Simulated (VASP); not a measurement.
An input for Ansatz (written as the equivalent of a VASP run, and not itself run):

Ansatz 0.2 input:
```yaml
crystal:
  lattice:
    - [-2.4346890, 2.4346890, 2.4346890]
    - [2.4346890, -2.4346890, 2.4346890]
    - [2.4346890, 2.4346890, -2.4346890]
  atoms:
    - { symbol: Ba, position: [0.0000000, 0.0000000, 0.0000000] }
kpoints:
  mp_grid: { grid: [11, 11, 11] }
hamiltonian:
  xc: lda
  pseudopotentials: { kind: paw }
scf:
  occupations: { method: methfessel_paxton, width: 0.1 }
  max_iter: 100
output: { forces: true, stress: true, eigenvalues: true }
```

Task: Write the VASP files for the same calculation (LDA).

Result: One answer among several that fit: 
**INCAR**
```
PREC = Accurate
LCHARG = .FALSE.
LREAL = .FALSE.   # projection in real space or not
LMAXMIX = 4   # l cut-off of mixed one-centre charges
LWAVE = .FALSE.
NELM = 100   # most electronic steps
LASPH = .TRUE.
SYSTEM = Ba
ALGO = Normal   # blocked Davidson
EDIFF = 1E-7   # SCF stop (eV)
ISIF = 2   # forces and stress, cell fixed
ISMEAR = 1
SIGMA = 0.1
ENCUT = 520   # plane-wave cut-off (eV)
```

### POSCAR
```
Ba
4.2170050
 -0.5773502746   0.5773502746   0.5773502746
  0.5773502746  -0.5773502746   0.5773502746
  0.5773502746   0.5773502746  -0.5773502746
Ba
1
Cartesian
  0.0000000000   0.0000000000   0.0000000000
```

### KPOINTS
```
Regular mesh
0
gamma
11 11 11
```

POTCAR, in this order: Ba_sv (LDA.64 set). Program: vasp_std.

The two are equivalent in intent, not identical: each code has its own PAW files, so the cut-off isn't converted (ENCUT is set for VASP's; basis.ecutwfc is left out, and Ansatz then takes the one that its files recommend); Ansatz stops its SCF on the density residual and VASP on the energy change (EDIFF); Ansatz's lda is the Perdew-Wang form, while the LDA potentials of VASP carry Perdew-Zunger's.

The compound is Ba in the bcc structure. This cell is one point of a volume scan, at 1.06 of the reference volume.
